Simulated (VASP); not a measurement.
# Mo2Pb (Pn-3m) in VASP: notebook

One crystal, Mo2Pb, is run at these levels: PBE; tasks: single point.

All numbers are computed with VASP 6.6.1; they aren't measurements. Logs are shortened: lines on timing, memory, paths and dates and some standing lists are left out, and cuts for length are marked.

### 1 The crystal as given

It takes space group Pn-3m (No. 224, cubic). The conventional cell has a = 5.146 Å, b = 5.146 Å, c = 5.146 Å, α = 90.00°, β = 90.00°, γ = 90.00°. Mo (site symmetry -3m) is surrounded by 2 Pb at 2.23 Å. Around Pb (site symmetry -43m) lie 4 Mo at 2.23 Å.

The cell was built by a generator and needn't be a form met in nature.

### 2 Single point, PBE (cuprite type (Pn-3m, No. 224); cell x1)

INCAR reads:

```
PREC = Accurate
ENCUT = 520
EDIFF = 1E-7
ISMEAR = 0
SIGMA = 0.1
LREAL = False
LASPH = True
NELM = 100
ALGO = Fast
ISIF = 2
LWAVE = False
LCHARG = False
GGA = PE
NBANDS = 51
```

KPOINTS reads:

```
Automatic mesh
0
Gamma
  4 4 4
```

POSCAR reads:

```
Mo2Pb
1.0
    5.8854159111      0.0000000000      0.0000000000
    0.0000000000      5.8854159111      0.0000000000
    0.0000000000      0.0000000000      5.8854159111
Mo Pb
4 2
Direct
    0.2500000000      0.2500000000      0.2500000000
    0.2500000000      0.7500000000      0.7500000000
    0.7500000000      0.7500000000      0.2500000000
    0.7500000000      0.2500000000      0.7500000000
    0.0000000000      0.0000000000      0.0000000000
    0.5000000000      0.5000000000      0.5000000000
```

Potentials or basis: VASP PAW PBE potentials, release 64 (Mo_sv, Pb_d).

The run is started by

```sh
cat potpaw_PBE.64/Mo_sv/POTCAR potpaw_PBE.64/Pb_d/POTCAR > POTCAR
mpirun -np 1 vasp_std > vasp.out
```

OUTCAR:

```text
PREC = Accurate
   ENCUT = 520
   EDIFF = 1E-7
   ISMEAR = 0
   LREAL = False
   LASPH = True
   NELM = 100
   ISIF = 2
   GGA = PE

 ion  position               nearest neighbor table
   1  0.250  0.250  0.250-   5 2.55   6 2.55
   2  0.250  0.750  0.750-   5 2.55   6 2.55
   3  0.750  0.750  0.250-   5 2.55   6 2.55
   4  0.750  0.250  0.750-   5 2.55   6 2.55
   5  0.000  0.000  0.000-   1 2.55   2 2.55   3 2.55   4 2.55
   6  0.500  0.500  0.500-   1 2.55   2 2.55   3 2.55   4 2.55

  LATTYP: Found a simple cubic cell.
 ALAT       =     5.8854159111

  Lattice vectors:

 A1 = (   5.8854159111,   0.0000000000,   0.0000000000)
 A2 = (   0.0000000000,   5.8854159111,   0.0000000000)
 A3 = (   0.0000000000,   0.0000000000,   5.8854159111)

Analysis of symmetry for initial positions (statically):
=====================================================================
 Subroutine PRICEL returns:
 Original cell was already a primitive cell.

 Routine SETGRP: Setting up the symmetry group for a
 simple cubic supercell.

 Subroutine GETGRP returns: Found 48 space group operations
 (whereof 24 operations were pure point group operations)
 out of a pool of 48 trial point group operations.

The static configuration has the point symmetry T_d .
 The point group associated with its full space group is O_h .

Analysis of symmetry for dynamics (positions and initial velocities):
=====================================================================
 Subroutine PRICEL returns:
 Original cell was already a primitive cell.

 Routine SETGRP: Setting up the symmetry group for a
 simple cubic supercell.

 Subroutine GETGRP returns: Found 48 space group operations
 (whereof 24 operations were pure point group operations)
 out of a pool of 48 trial point group operations.

The dynamic configuration has the point symmetry T_d .
 The point group associated with its full space group is O_h .

 Subroutine INISYM returns: Found 48 space group operations
 (whereof 24 operations are pure point group operations),
 and found     1 'primitive' translations

----------------------------------------------------------------------------------------

                                     Primitive cell

  volume of cell :     203.8597

  direct lattice vectors                    reciprocal lattice vectors
     5.885415911  0.000000000  0.000000000     0.169911526  0.000000000  0.000000000
[... 83 lines left out ...]
   IBRION =     -1    ionic relax: 0-MD 1-quasi-New 2-CG
   NFREE  =      0    steps in history (QN), initial steepest desc. (CG)
   ISIF   =      2    stress and relaxation
   ISYM   =      2    0-nonsym 1-usesym 2-fastsym
   POTIM  = 0.5000    time-step for ionic-motion
   TEBEG  =    0.0;   TEEND  =   0.0 temperature during run
   PSTRESS=    0.0 pullay stress
   NELECT =      84.0000    total number of electrons
   NUPDOWN=      -1.0000    fix difference up-down
   EMIN   =  10.00;   EMAX   =-10.00  energy-range for DOS
   EFERMI =   0.00;   METHOD = LEGACY
   ISMEAR =     0;   SIGMA  =   0.10  broadening in eV -4-tet -1-fermi 0-gaus
   EFERMI_NEDOS =   21; number of points for ismear=-14 and -15
   IALGO  =     68    algorithm
   IMIX   =      4    mixing-type and parameters
     AMIX     =   0.40;   BMIX     =  1.00
     AMIX_MAG =   1.60;   BMIX_MAG =  1.00
  volume/ion in A,a.u.               =      33.98       229.29
  Fermi-wavevector in a.u.,A,eV,Ry     =   1.218215  2.302093 20.191711  1.484049
  Thomas-Fermi vector in A             =   2.353509
   LORBIT       =      0    0 simple, 1 ext, 2 COOP (PROOUT), +10 PAW based schemes
   GGA     = PE    functional components
   LHFCALC =     F    Hartree Fock is set to
   AEXX    =    0.0000 exact exchange contribution
   IVDW    =     0    specifies the selected vdW correction
   LEPSILON=     F    determine dielectric tensor
   LRPA    =     F    only Hartree local field effects (RPA)
 non-spin polarized calculation
 RMM-DIIS sequential band-by-band and
 Gauss-broadening in eV      SIGMA  =   0.10
  energy-cutoff  :      520.00
  volume of cell :      203.86
 maximum number of plane-waves:      5520
 NGX is ok and might be reduce to    48
   NGX = 21   NGY = 21   NGZ = 21

 number of electron      83.9999976 magnetization

 Free energy of the ion-electron system (eV)
  ---------------------------------------------------
  ext. energy  EPLUGINS =         0.00000000
  ---------------------------------------------------
  free energy    TOTEN  =       -27.77306979 eV

  energy without entropy =      -27.65432699  energy(sigma->0) =      -27.71369839

 E-fermi :   4.0095     XC(G=0):  -9.2115

 val. band max:        3.9885337931   @ k =   0.2500   0.2500   0.0000
 cond. band min:       4.0103007791   @ k =   0.2500   0.0000   0.0000
 fundamental gap:      0.0217669860
 Fermi energy:         4.0094797069

 k-point     1 :       0.0000    0.0000    0.0000
  band No.  band energies     occupation
      1     -56.8790      2.00000
      2     -56.8775      2.00000
      3     -56.8775      2.00000
      4     -56.8775      2.00000
      5     -31.0643      2.00000
      6     -31.0427      2.00000
[... 529 lines left out ...]
     50       5.4489      0.00000
     51       5.5120      0.00000

------------------------ aborting loop because EDIFF is reached ----------------------------------------

  FORCE on cell =-STRESS in cart. coord.  units (eV):
  Direction    XX          YY          ZZ          XY          YZ          ZX
  --------------------------------------------------------------------------------------
  -------------------------------------------------------------------------------------
  Total        0.0501431      0.0501431      0.0501431     -0.0000000     -0.0000000     -0.0000000
  in kB        0.3940855      0.3940855      0.3940855     -0.0000000     -0.0000000     -0.0000000
  external PRESSURE =       0.3940855 kB  Pullay stress =       0.0000000 kB

 VOLUME and BASIS-vectors are now :
 -----------------------------------------------------------------------------
  energy-cutoff  :      520.00
  volume of cell :      203.86
      direct lattice vectors                 reciprocal lattice vectors
     5.885415911  0.000000000  0.000000000     0.169911526  0.000000000  0.000000000
     0.000000000  5.885415911  0.000000000     0.000000000  0.169911526  0.000000000
     0.000000000  0.000000000  5.885415911     0.000000000  0.000000000  0.169911526

 POSITION                                       TOTAL-FORCE (eV/Angst)
 -----------------------------------------------------------------------------------
      1.47135      1.47135      1.47135         0.000000      0.000000      0.000000
      1.47135      4.41406      4.41406        -0.000000      0.000000      0.000000
      4.41406      4.41406      1.47135        -0.000000      0.000000      0.000000
      4.41406      1.47135      4.41406        -0.000000     -0.000000     -0.000000
      0.00000      0.00000      0.00000         0.000000     -0.000000     -0.000000
      2.94271      2.94271      2.94271        -0.000000      0.000000     -0.000000
 -----------------------------------------------------------------------------------
    total drift:                               -0.000000     -0.000000      0.000000

  FREE ENERGIE OF THE ION-ELECTRON SYSTEM (eV)
  ---------------------------------------------------
  free  energy   TOTEN  =       -27.7730697940 eV

  energy  without entropy=      -27.6543269931  energy(sigma->0) =      -27.71369839
```

stdout:

```text
POSCAR found type information on POSCAR MoPb
 POSCAR found :  2 types and       6 ions
 scaLAPACK will be used
 LDA part: xc-table for (Slater+PW92), standard interpolation
 POSCAR, INCAR and KPOINTS ok, starting setup
 FFT: planning ... GRIDC
 FFT: planning ... GRID_SOFT
 FFT: planning ... GRID
 WAVECAR not read
 entering main loop
```

It took 5.5 min on 1 thread of Intel Xeon Platinum 8259CL at 2.50GHz (Skylake/Cascade Lake), shared host; peak memory 0.36 GiB.

What came out:

```
Free energy            : -27.7731 eV
Pressure               : 0.0 GPa
Band gap on the k mesh : none (metal or under the smearing width)
```

Levels at points of the mesh, in eV from the Fermi level:
```tsv
k point	band 38	band 39	band 40	band 41	band 42	band 43	band 44	band 45	band 46	band 47
(0.00, 0.00, 0.00)	0.18	0.18	0.20	0.20	0.20	0.33	0.33	0.33	0.74	0.74
(0.50, 0.00, 0.00)	-0.47	-0.19	-0.19	0.03	0.03	0.04	0.04	0.26	0.26	0.55
(0.50, 0.50, 0.00)	-0.71	-0.17	-0.17	-0.12	-0.12	-0.11	-0.11	0.30	0.30	0.53
(0.50, 0.50, 0.50)	-0.39	-0.39	-0.24	-0.24	-0.24	0.29	0.29	0.30	0.38	0.38
```

### 3 Single point, PBE

INCAR reads:

```
SYSTEM = Mo2Pb
PREC     = Accurate       ! precision mode
ENCUT    = 520            ! plane-wave cutoff, eV
EDIFF    = 1E-6           ! SCF threshold, eV
ISMEAR   = 0              ! smearing method
SIGMA    = 0.1            ! smearing width, eV
LREAL    = .False.        ! projectors in reciprocal space
LASPH    = .True.         ! aspherical terms in the spheres
NELM     = 100            ! most SCF steps
ALGO     = Normal         ! electronic algorithm
ISIF     = 2              ! what is computed and relaxed
LWAVE    = .False.        ! write WAVECAR
LCHARG   = .False.        ! write CHGCAR
GGA      = PE             ! functional
NBANDS   = 51             ! bands
```

KPOINTS reads:

```
regular mesh
0
Gamma
  4 4 4
  0 0 0
```

Changes to POSCAR since step 2:

```diff
@@ -2,5 +2,5 @@
 1.0
-    5.8854159111      0.0000000000      0.0000000000
-    0.0000000000      5.8854159111      0.0000000000
-    0.0000000000      0.0000000000      5.8854159111
+    5.1455470698      0.0000000000      0.0000000000
+    0.0000000000      5.1455470698      0.0000000000
+    0.0000000000      0.0000000000      5.1455470698
 Mo Pb
```

Potentials or basis: VASP PAW PBE potentials, release 64 (Mo_sv, Pb_d).

The run is started by

```sh
cat potpaw_PBE.64/Mo_sv/POTCAR potpaw_PBE.64/Pb_d/POTCAR > POTCAR
mpirun -np 1 vasp_std > vasp.out
```

OUTCAR:

```text
SYSTEM = Mo2Pb
   PREC = Accurate
   ENCUT = 520
   EDIFF = 1E-6
   ISMEAR = 0
   LREAL = .False.
   LASPH = .True.
   NELM = 100
   ISIF = 2
   GGA = PE

 ion  position               nearest neighbor table
   1  0.250  0.250  0.250-   5 2.23   6 2.23
   2  0.250  0.750  0.750-   5 2.23   6 2.23
   3  0.750  0.750  0.250-   5 2.23   6 2.23
   4  0.750  0.250  0.750-   5 2.23   6 2.23
   5  0.000  0.000  0.000-   1 2.23   2 2.23   3 2.23   4 2.23
   6  0.500  0.500  0.500-   1 2.23   2 2.23   3 2.23   4 2.23

  LATTYP: Found a simple cubic cell.
 ALAT       =     5.1455470698

  Lattice vectors:

 A1 = (   5.1455470698,   0.0000000000,   0.0000000000)
 A2 = (   0.0000000000,   5.1455470698,   0.0000000000)
 A3 = (   0.0000000000,   0.0000000000,   5.1455470698)

Analysis of symmetry for initial positions (statically):
=====================================================================
 Subroutine PRICEL returns:
 Original cell was already a primitive cell.

 Routine SETGRP: Setting up the symmetry group for a
 simple cubic supercell.

 Subroutine GETGRP returns: Found 48 space group operations
 (whereof 24 operations were pure point group operations)
 out of a pool of 48 trial point group operations.

The static configuration has the point symmetry T_d .
 The point group associated with its full space group is O_h .

Analysis of symmetry for dynamics (positions and initial velocities):
=====================================================================
 Subroutine PRICEL returns:
 Original cell was already a primitive cell.

 Routine SETGRP: Setting up the symmetry group for a
 simple cubic supercell.

 Subroutine GETGRP returns: Found 48 space group operations
 (whereof 24 operations were pure point group operations)
 out of a pool of 48 trial point group operations.

The dynamic configuration has the point symmetry T_d .
 The point group associated with its full space group is O_h .
[... 114 lines left out ...]
  Fermi-wavevector in a.u.,A,eV,Ry     =   1.393380  2.633107 26.415834  1.941509
  Thomas-Fermi vector in A             =   2.517032
   LORBIT       =      0    0 simple, 1 ext, 2 COOP (PROOUT), +10 PAW based schemes
   GGA     = PE    functional components
   LHFCALC =     F    Hartree Fock is set to
   AEXX    =    0.0000 exact exchange contribution
   IVDW    =     0    specifies the selected vdW correction
   LEPSILON=     F    determine dielectric tensor
   LRPA    =     F    only Hartree local field effects (RPA)
 non-spin polarized calculation
 Gauss-broadening in eV      SIGMA  =   0.10
  energy-cutoff  :      520.00
  volume of cell :      136.24
 maximum number of plane-waves:      3743
 NGX is ok and might be reduce to    40
   NGX = 19   NGY = 19   NGZ = 19

 number of electron      83.9999977 magnetization

 Free energy of the ion-electron system (eV)
  ---------------------------------------------------
  ext. energy  EPLUGINS =         0.00000000
  ---------------------------------------------------
  free energy    TOTEN  =       -19.85824797 eV

  energy without entropy =      -19.77382253  energy(sigma->0) =      -19.81603525

 E-fermi :   8.0148     XC(G=0): -11.1256

 val. band max:        8.0025950904   @ k =   0.5000   0.5000   0.0000
 cond. band min:       8.0152370875   @ k =   0.5000   0.2500   0.0000
 fundamental gap:      0.0126419972
 Fermi energy:         8.0147729992

 k-point     1 :       0.0000    0.0000    0.0000
  band No.  band energies     occupation
      1     -52.7489      2.00000
      2     -52.7340      2.00000
      3     -52.7340      2.00000
      4     -52.7340      2.00000
      5     -27.6460      2.00000
      6     -27.5404      2.00000
[... 529 lines left out ...]
     50       9.3596      0.00000
     51      10.5597      0.00000

------------------------ aborting loop because EDIFF is reached ----------------------------------------

  FORCE on cell =-STRESS in cart. coord.  units (eV):
  Direction    XX          YY          ZZ          XY          YZ          ZX
  --------------------------------------------------------------------------------------
  -------------------------------------------------------------------------------------
  Total       46.0393585     46.0393585     46.0393585     -0.0000000     -0.0000000      0.0000000
  in kB      541.4335711    541.4335711    541.4335711     -0.0000000     -0.0000000      0.0000000
  external PRESSURE =     541.4335711 kB  Pullay stress =       0.0000000 kB

 VOLUME and BASIS-vectors are now :
 -----------------------------------------------------------------------------
  energy-cutoff  :      520.00
  volume of cell :      136.24
      direct lattice vectors                 reciprocal lattice vectors
     5.145547070  0.000000000  0.000000000     0.194342795  0.000000000  0.000000000
     0.000000000  5.145547070  0.000000000     0.000000000  0.194342795  0.000000000
     0.000000000  0.000000000  5.145547070     0.000000000  0.000000000  0.194342795

 POSITION                                       TOTAL-FORCE (eV/Angst)
 -----------------------------------------------------------------------------------
      1.28639      1.28639      1.28639        -0.000000      0.000000     -0.000000
      1.28639      3.85916      3.85916        -0.000000     -0.000000      0.000000
      3.85916      3.85916      1.28639        -0.000000      0.000000     -0.000000
      3.85916      1.28639      3.85916         0.000000     -0.000000      0.000000
      0.00000      0.00000      0.00000         0.000000      0.000000      0.000000
      2.57277      2.57277      2.57277         0.000000     -0.000000     -0.000000
 -----------------------------------------------------------------------------------
    total drift:                                0.000000     -0.000000     -0.000000

  FREE ENERGIE OF THE ION-ELECTRON SYSTEM (eV)
  ---------------------------------------------------
  free  energy   TOTEN  =       -19.8582479715 eV

  energy  without entropy=      -19.7738225278  energy(sigma->0) =      -19.81603525
```

OSZICAR:

```text
N       E                     dE             d eps       ncg     rms          rms(c)
DAV:   1     0.134649432265E+04    0.13465E+04   -0.45885E+04  1044   0.191E+03
DAV:   2     0.100720248420E+03   -0.12458E+04   -0.12159E+04  1080   0.598E+02
DAV:   3    -0.134989587904E+02   -0.11422E+03   -0.10804E+03  1184   0.203E+02
DAV:   4    -0.214502170566E+02   -0.79513E+01   -0.74182E+01  1480   0.473E+01
DAV:   5    -0.217706418802E+02   -0.32042E+00   -0.31274E+00  1392   0.839E+00    0.314E+01
DAV:   6    -0.200640740484E+02    0.17066E+01   -0.60463E+00  1477   0.116E+01    0.140E+01
DAV:   7    -0.198784318215E+02    0.18564E+00   -0.49888E-01  1536   0.589E+00    0.497E+00
DAV:   8    -0.198605436577E+02    0.17888E-01   -0.43197E-02  1599   0.146E+00    0.700E-01
DAV:   9    -0.198582604755E+02    0.22832E-02   -0.59767E-03  1288   0.657E-01    0.106E-01
DAV:  10    -0.198582475416E+02    0.12934E-04   -0.45200E-04  1524   0.176E-01    0.364E-02
DAV:  11    -0.198582462006E+02    0.13410E-05   -0.23319E-05  1272   0.306E-02    0.136E-02
DAV:  12    -0.198582483498E+02   -0.21492E-05   -0.13258E-06   751   0.826E-03    0.438E-03
DAV:  13    -0.198582479715E+02    0.37834E-06   -0.34701E-07   672   0.511E-03
   1 F= -.19858248E+02 E0= -.19816035E+02  d E =-.844254E-01
```

It took 75 s on 1 thread of Intel Xeon Platinum 8259CL at 2.50GHz (Skylake/Cascade Lake), shared host; peak memory 0.26 GiB.

What came out:

```
Free energy            : -19.8582 eV
Pressure               : 54.1 GPa
Band gap on the k mesh : none (metal or under the smearing width)
```

Caveat: a pressure of tens of GPa on the cell as given is suspect, and the run, the potentials or the cell itself is likely at fault.
